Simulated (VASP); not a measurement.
Output of a VASP run:

**OSZICAR**
```
...
DAV:   1    -0.596778253821E+02   -0.35599E-02   -0.12072E+00   440   0.443E+00    0.505E-01
DAV:   2    -0.596834693862E+02   -0.56440E-02   -0.81960E-02   588   0.121E+00    0.195E-01
DAV:   3    -0.596841196431E+02   -0.65026E-03   -0.12981E-02   516   0.595E-01    0.193E-01
DAV:   4    -0.596824669156E+02    0.16527E-02   -0.69526E-03   532   0.414E-01    0.157E-01
DAV:   5    -0.596824145255E+02    0.52390E-04   -0.14953E-03   536   0.161E-01    0.119E-01
DAV:   6    -0.596824284241E+02   -0.13899E-04   -0.23659E-04   612   0.657E-02    0.427E-02
DAV:   7    -0.596824215829E+02    0.68412E-05   -0.72866E-05   500   0.335E-02
   7 F= -.59682422E+02 E0= -.59679540E+02  d E =-.190217E-01
       N       E                     dE             d eps       ncg     rms          rms(c)
DAV:   1    -0.596786205365E+02    0.38079E-02   -0.83813E-01   448   0.306E+00    0.622E-01
DAV:   2    -0.596834813659E+02   -0.48608E-02   -0.55733E-02   528   0.957E-01    0.163E-01
DAV:   3    -0.596836211382E+02   -0.13977E-03   -0.39678E-03   524   0.303E-01    0.121E-01
DAV:   4    -0.596833437147E+02    0.27742E-03   -0.20238E-03   492   0.221E-01    0.844E-02
DAV:   5    -0.596831767998E+02    0.16691E-03   -0.52181E-04   552   0.105E-01    0.529E-02
DAV:   6    -0.596831630317E+02    0.13768E-04   -0.23080E-04   488   0.580E-02    0.218E-02
DAV:   7    -0.596831566760E+02    0.63558E-05   -0.88268E-05   536   0.376E-02
   8 F= -.59683157E+02 E0= -.59680240E+02  d E =-.735093E-03
       N       E                     dE             d eps       ncg     rms          rms(c)
DAV:   1    -0.596829670575E+02    0.19597E-03   -0.12808E-01   464   0.119E+00    0.252E-01
DAV:   2    -0.596837167039E+02   -0.74965E-03   -0.84377E-03   520   0.384E-01    0.912E-02
DAV:   3    -0.596838517886E+02   -0.13508E-03   -0.14468E-03   484   0.183E-01    0.641E-02
DAV:   4    -0.596836870797E+02    0.16471E-03   -0.65769E-04   528   0.127E-01    0.447E-02
DAV:   5    -0.596836739570E+02    0.13123E-04   -0.87175E-05   520   0.445E-02    0.310E-02
DAV:   6    -0.596836768503E+02   -0.28933E-05   -0.43354E-05   436   0.253E-02
   9 F= -.59683677E+02 E0= -.59680778E+02  d E =-.125527E-02
       N       E                     dE             d eps       ncg     rms          rms(c)
DAV:   1    -0.596843884940E+02   -0.71454E-03   -0.37564E-02   472   0.758E-01    0.118E-01
DAV:   2    -0.596846137292E+02   -0.22524E-03   -0.25923E-03   544   0.205E-01    0.482E-02
DAV:   3    -0.596846117722E+02    0.19570E-05   -0.82472E-05   548   0.431E-02    0.436E-02
DAV:   4    -0.596846095075E+02    0.22647E-05   -0.16854E-05   416   0.201E-02
  10 F= -.59684610E+02 E0= -.59681760E+02  d E =-.932657E-03
       N       E                     dE             d eps       ncg     rms          rms(c)
DAV:   1    -0.596843062547E+02    0.30552E-03   -0.32833E-01   472   0.225E+00    0.329E-01
DAV:   2    -0.596861585340E+02   -0.18523E-02   -0.21925E-02   544   0.600E-01    0.126E-01
DAV:   3    -0.596861611513E+02   -0.26174E-05   -0.97783E-04   572   0.150E-01    0.121E-01
DAV:   4    -0.596861524019E+02    0.87494E-05   -0.51355E-04   508   0.114E-01    0.968E-02
DAV:   5    -0.596860947931E+02    0.57609E-04   -0.26992E-04   552   0.797E-02    0.629E-02
DAV:   6    -0.596860957253E+02   -0.93223E-06   -0.13562E-04   528   0.480E-02    0.187E-02
DAV:   7    -0.596860982929E+02   -0.25676E-05   -0.31079E-05   376   0.230E-02
  11 F= -.59686098E+02 E0= -.59683415E+02  d E =-.242144E-02
```

**OUTCAR**
```
------------------------ aborting loop because EDIFF is reached ----------------------------------------
  FORCE on cell =-STRESS in cart. coord.  units (eV):
  Direction    XX          YY          ZZ          XY          YZ          ZX
  --------------------------------------------------------------------------------------
  Total       -8.2432183     -8.2432183      0.0083180      0.0000000      0.0000000      0.0000000
  in kB      -20.2674325    -20.2674325      0.0204513      0.0000000      0.0000000      0.0000000
  external PRESSURE =     -13.5048045 kB  Pullay stress =       0.0000000 kB
  volume of cell :      651.64
      direct lattice vectors                 reciprocal lattice vectors
     5.707435881  0.000000000  0.000000000     0.175210028  0.000000000  0.000000000
     0.000000000  5.707435881  0.000000000     0.000000000  0.175210028  0.000000000
     0.000000000  0.000000000 20.004447845     0.000000000  0.000000000  0.049988883
 POSITION                                       TOTAL-FORCE (eV/Angst)
 -----------------------------------------------------------------------------------
      1.41420      1.41420      6.86084         0.008295      0.008295     -0.002237
      4.29324      1.41420      6.86084        -0.008295      0.008295     -0.002237
      1.41420      4.29324      6.86084         0.008295     -0.008295     -0.002237
      4.29324      4.29324      6.86084        -0.008295     -0.008295     -0.002237
      0.00000      0.00000      9.01381         0.000000     -0.000000     -0.001734
      2.85372      0.00000      8.93250         0.000000      0.000000     -0.000542
      0.00000      2.85372      8.93250         0.000000      0.000000     -0.000542
      2.85372      2.85372      8.93267         0.000000      0.000000     -0.001095
      1.44561      1.44561     11.05265        -0.006840     -0.006840      0.006095
      4.26183      1.44561     11.05265         0.006840     -0.006840      0.006095
      1.44561      4.26183     11.05265        -0.006840      0.006840      0.006095
      4.26183      4.26183     11.05265         0.006840      0.006840      0.006095
      0.00000      0.00000     13.16282         0.000000     -0.000000      0.004273
      2.85372      0.00000     13.06319         0.000000      0.000000     -0.014079
      0.00000      2.85372     13.06319         0.000000      0.000000     -0.014079
      2.85372      2.85372     13.19507         0.000000      0.000000     -0.017152
      0.00000      0.00000     15.33704         0.000000     -0.000000      0.029520
 -----------------------------------------------------------------------------------
    total drift:                               -0.000000     -0.000000      0.002766
  FREE ENERGIE OF THE ION-ELECTRON SYSTEM (eV)
  ---------------------------------------------------
  free  energy   TOTEN  =       -59.6860982929 eV

  energy  without entropy=      -59.6780493916  energy(sigma->0) =      -59.68341533

 reached required accuracy - stopping structural energy minimisation
```
(Selected blocks of OUTCAR.)

**POSCAR**
```
Al16Cl
1
    5.7074358814     0.0000000000     0.0000000000
    0.0000000000     5.7074358814     0.0000000000
    0.0000000000     0.0000000000    20.0044478447
Al Cl
16 1
Direct
  0.2500000000   0.2500000000   0.3486920000
  0.7500000000   0.2500000000   0.3486920000
  0.2500000000   0.7500000000   0.3486920000
  0.7500000000   0.7500000000   0.3486920000
  0.0000000000   0.0000000000   0.4495640000
  0.5000000000   0.0000000000   0.4495640000
  0.0000000000   0.5000000000   0.4495640000
  0.5000000000   0.5000000000   0.4495640000
  0.2500000000   0.2500000000   0.5504360000
  0.7500000000   0.2500000000   0.5504360000
  0.2500000000   0.7500000000   0.5504360000
  0.7500000000   0.7500000000   0.5504360000
  0.0000000000   0.0000000000   0.6513080000
  0.5000000000   0.0000000000   0.6513080000
  0.0000000000   0.5000000000   0.6513080000
  0.5000000000   0.5000000000   0.6513080000
  0.0000000000   0.0000000000   0.7623910000
```

### Question
Write an INCAR and KPOINTS that could have produced this output.

### Answer
This is not unique; one that fits is the input of the run itself, PBE GGA, plane waves, VASP's PBE PAW potentials (set 64).

### INCAR
```
SYSTEM = Al16Cl
EDIFF = 1E-5
LREAL = .FALSE.
EDIFFG = -0.03
LASPH = .TRUE.   # aspherical one-centre terms
ISIF = 2   # forces and stress, cell fixed
LDIPOL = .TRUE.
IDIPOL = 3
DIPOL = 0.5 0.5 0.5
LWAVE = .TRUE.
PREC = Normal
NELM = 100   # most electronic steps
NELMIN = 4
LCHARG = .FALSE.
GGA = PE   # PBE
IBRION = 2
NSW = 50   # most ionic steps
ISMEAR = 1   # Methfessel-Paxton
SIGMA = 0.1
ENCUT = 400   # plane-wave cut-off (eV)
ALGO = Normal   # blocked Davidson
```

KPOINTS:
```
K-points
0
G
  5 5 1
```

POTCAR, in this order: Al Cl (PBE.64 set). Program: vasp_std.

The cell is a thin slab with vacuum, built from Al (fcc): (100) face, Cl adsorbed.
